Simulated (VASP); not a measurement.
# CsLiCr2Te2S3 (P-6m2) in VASP: notebook, part 2 of 2

VASP 6.6.1.

## 3. Relaxation of cell and atoms, PBE, collinear spin, ferromagnetic start

The input, INCAR:

```
  PREC = Normal
  ENCUT = 520
  EDIFF = 1E-4
  ISMEAR = 0
  SIGMA = 0.15
  LREAL = Auto
  LASPH = T
  NELM = 60
  ALGO = Fast
  ISIF = 3
  LWAVE = F
  LCHARG = F
  ISPIN = 2
  MAGMOM = 0 0 3 3 0 0 0 0 0
  LORBIT = 11
  LMAXMIX = 4
  GGA = PE
  IBRION = 2
  NSW = 24
  EDIFFG = -0.08
  KPAR = 2
```

The input, KPOINTS:

```
Automatic mesh
0
Gamma
  3 3 2
```

The input, POSCAR:

```
CsLiCr2Te2S3
1.0
    4.9540173800      0.0000000000      0.0000000000
   -2.4770086900      4.2903049000      0.0000000000
    0.0000000000      0.0000000000     11.5605058200
Cs Li Cr Te S
1 1 2 2 3
Direct
    0.0000000000      0.0000000000      0.0000000000
    0.6666666700      0.3333333300      0.5000000000
    0.3333333300      0.6666666700      0.7102028600
    0.3333333300      0.6666666700      0.2897971400
    0.0000000000      0.0000000000      0.3106175700
    0.0000000000      0.0000000000      0.6893824300
    0.0000000000      0.0000000000      0.5000000000
    0.3333333300      0.6666666700      0.5000000000
    0.3333333300      0.6666666700      0.0000000000
```

Potentials or basis: VASP PAW PBE potentials, release 64 (Cs_sv, Li_sv, Cr_pv, Te, S).

Run with:

```console
> cat potpaw_PBE.64/Cs_sv/POTCAR potpaw_PBE.64/Li_sv/POTCAR potpaw_PBE.64/Cr_pv/POTCAR potpaw_PBE.64/Te/POTCAR potpaw_PBE.64/S/POTCAR > POTCAR
> mpirun -np 2 vasp_std > vasp.out
```

OUTCAR:

```text
PREC = Normal
   ENCUT = 520
   EDIFF = 1E-4
   ISMEAR = 0
   LREAL = Auto
   LASPH = T
   NELM = 60
   ISIF = 3
   ISPIN = 2
   LORBIT = 11
   GGA = PE
   IBRION = 2
   NSW = 24
   EDIFFG = -0.08

 ion  position               nearest neighbor table
   1  0.000  0.000  0.000-   9 2.86   9 2.86   9 2.86
   2  0.667  0.333  0.500-
   3  0.333  0.667  0.710-   8 2.43   6 2.87   6 2.87   6 2.87
   4  0.333  0.667  0.290-   8 2.43   5 2.87   5 2.87   5 2.87
   5  0.000  0.000  0.311-   7 2.19   4 2.87   4 2.87   4 2.87
   6  0.000  0.000  0.689-   7 2.19   3 2.87   3 2.87   3 2.87
   7  0.000  0.000  0.500-   5 2.19   6 2.19
   8  0.333  0.667  0.500-   3 2.43   4 2.43
   9  0.333  0.667  0.000-   1 2.86   1 2.86   1 2.86

  LATTYP: Found a hexagonal cell.
 ALAT       =     4.9540173800
 C/A-ratio  =     2.3335618213

  Lattice vectors:

 A1 = (   4.9540173800,   0.0000000000,   0.0000000000)
 A2 = (  -2.4770086900,   4.2903049000,   0.0000000000)
 A3 = (   0.0000000000,   0.0000000000,  11.5605058200)

Analysis of symmetry for initial positions (statically):
=====================================================================
 Subroutine PRICEL returns:
 Original cell was already a primitive cell.

 Routine SETGRP: Setting up the symmetry group for a
 hexagonal supercell.

 Subroutine GETGRP returns: Found 12 space group operations
 (whereof 12 operations were pure point group operations)
 out of a pool of 24 trial point group operations.

The static configuration has the point symmetry D_3h.

Analysis of symmetry for dynamics (positions and initial velocities):
=====================================================================
 Subroutine PRICEL returns:
 Original cell was already a primitive cell.

 Routine SETGRP: Setting up the symmetry group for a
 hexagonal supercell.

 Subroutine GETGRP returns: Found 12 space group operations
 (whereof 12 operations were pure point group operations)
 out of a pool of 24 trial point group operations.

The dynamic configuration has the point symmetry D_3h.

Analysis of structural, dynamic, and magnetic symmetry:
[... 154 lines left out ...]
  ---------------------------------------------------
  free energy    TOTEN  =       -37.59592025 eV

  energy without entropy =      -37.52761802  energy(sigma->0) =      -37.56176914

------------------------ aborting loop because EDIFF is reached ----------------------------------------

  FORCE on cell =-STRESS in cart. coord.  units (eV):
  Direction    XX          YY          ZZ          XY          YZ          ZX
  --------------------------------------------------------------------------------------
  -------------------------------------------------------------------------------------
  Total        3.4585637      3.4585637     22.4560004      0.0000000      0.0000000      0.0000000
  in kB       22.5519368     22.5519368    146.4267658      0.0000000      0.0000000      0.0000000
  external PRESSURE =      63.8435465 kB  Pullay stress =       0.0000000 kB
[... 288 lines left out ...]
--------------------------------------- Ionic step        8  -------------------------------------------

 number of electron      66.0000020 magnetization       7.0697920

 Free energy of the ion-electron system (eV)
  ---------------------------------------------------
  ext. energy  EPLUGINS =         0.00000000
  ---------------------------------------------------
  free energy    TOTEN  =       -39.55155332 eV

  energy without entropy =      -39.46596522  energy(sigma->0) =      -39.50875927

 E-fermi :   2.9958     XC(G=0):  -8.3949

 val. band max:        2.9896143589   @ k =   0.3333   0.3333   0.0000
 cond. band min:       3.0029617769   @ k =   0.3333   0.0000   0.5000
 fundamental gap:      0.0133474180
 Fermi energy:         2.9958401202

 spin component 1

 k-point     1 :       0.0000    0.0000    0.0000
  band No.  band energies     occupation
      1     -43.7167      1.00000
      2     -41.1623      1.00000
      3     -41.1621      1.00000
      4     -41.0751      1.00000
      5     -41.0751      1.00000
      6     -41.0751      1.00000
[... 259 lines left out ...]
     41       5.2740      0.00000
     42       6.8209      0.00000
 Fermi energy:         2.9958401202

 spin component 2

 k-point     1 :       0.0000    0.0000    0.0000
  band No.  band energies     occupation
      1     -43.7152      1.00000
      2     -37.5054      1.00000
      3     -37.5051      1.00000
      4     -37.2726      1.00000
      5     -37.2726      1.00000
      6     -37.2726      1.00000
[... 295 lines left out ...]
  FREE ENERGIE OF THE ION-ELECTRON SYSTEM (eV)
  ---------------------------------------------------
  free  energy   TOTEN  =       -39.5515533207 eV

  energy  without entropy=      -39.4659652240  energy(sigma->0) =      -39.50875927

 reached required accuracy - stopping structural energy minimisation

 total charge

# of ion       s       p       d       tot
------------------------------------------
    1        1.851   4.635   0.138   6.625
    2        2.002   0.025   0.000   2.027
    3        0.215   6.116   4.080  10.411
    4        0.215   6.116   4.080  10.411
    5        1.364   1.990   0.032   3.386
    6        1.364   1.990   0.032   3.386
    7        1.410   2.181   0.000   3.591
    8        1.366   2.258   0.000   3.624
    9        1.366   2.315   0.000   3.682
--------------------------------------------------
tot         11.153  27.626   8.363  47.142

 magnetization (x)

# of ion       s       p       d       tot
------------------------------------------
    1       -0.001  -0.025  -0.003  -0.029
    2        0.001  -0.001   0.000  -0.000
    3        0.055   0.027   3.659   3.742
    4        0.055   0.027   3.659   3.742
    5       -0.002  -0.171   0.011  -0.161
    6       -0.002  -0.171   0.011  -0.161
    7       -0.021  -0.101   0.000  -0.122
    8       -0.005  -0.259   0.000  -0.264
    9       -0.003  -0.162   0.000  -0.165
--------------------------------------------------
tot          0.077  -0.836   7.339   6.580
```

OSZICAR:

```text
N       E                     dE             d eps       ncg     rms          rms(c)
DAV:   1     0.566865925541E+03    0.56687E+03   -0.30432E+04  1120   0.142E+03
DAV:   2     0.231705907200E+02   -0.54370E+03   -0.52443E+03  1180   0.341E+02
[... 103 lines left out ...]
RMM:   4    -0.395538635993E+02    0.16812E-02   -0.90652E-02  1067   0.128E+00    0.574E-01
RMM:   5    -0.395528514935E+02    0.10121E-02   -0.26621E-02  1125   0.658E-01    0.463E-01
RMM:   6    -0.395516338843E+02    0.12176E-02   -0.55748E-03  1115   0.308E-01    0.294E-01
RMM:   7    -0.395515243667E+02    0.10952E-03   -0.19756E-03  1085   0.212E-01    0.144E-01
RMM:   8    -0.395515500934E+02   -0.25727E-04   -0.10438E-03   976   0.124E-01    0.715E-02
RMM:   9    -0.395515533207E+02   -0.32273E-05   -0.29370E-04   736   0.864E-02
   8 F= -.39551553E+02 E0= -.39508759E+02  d E =-.170950E-01  mag=     7.0676
```

Wall time 3.4 min (2 MPI ranks of Intel Xeon 6975P-C (Granite Rapids), shared host); peak memory 0.32 GiB.

The run converged, but some of its settings lie outside the range that counts as converged, so its numbers aren't taken as properties of the crystal.

Results:

- Free energy: -39.5516 eV
- Relaxed volume: 29.09 Å³/atom
- Relaxed cell: a = 5.009 Å, b = 5.009 Å, c = 12.048 Å, α = 90.00°, β = 90.00°, γ = 120.00°
- Space group after relaxing (to 0.05 Å): P-6m2 (No. 187)
- Energy gained by relaxing: 217.3 meV/atom
- Ionic steps: 8
- Largest force after relaxing: 0.055 eV/Å
- Band gap on the k mesh: none (metal or under the smearing width)
- Net moment: 7.07 μB per cell
- Site moments: Cs -0.03; Li -0.00; Cr +3.74; Te -0.16; S -0.12, -0.26, -0.17 μB
- Valence electrons inside the program's atomic spheres: Cs 6.62; Li 2.03; Cr 10.41; Te 3.39; S 3.59, 3.62, 3.68

Caveat: the k mesh is coarse (spacing up to 0.49 Å⁻¹), so the values aren't converged; the cutoff is under 1.25 times the usual one of these potentials, so pressure, stress and relaxed cells hold a basis-set (Pulay) error; only a ferromagnetic start was run, and an antiferromagnetic order may lie lower in energy; the relaxation stopped at a loose force limit of 0.08 eV/Å, so its end isn't a converged minimum.
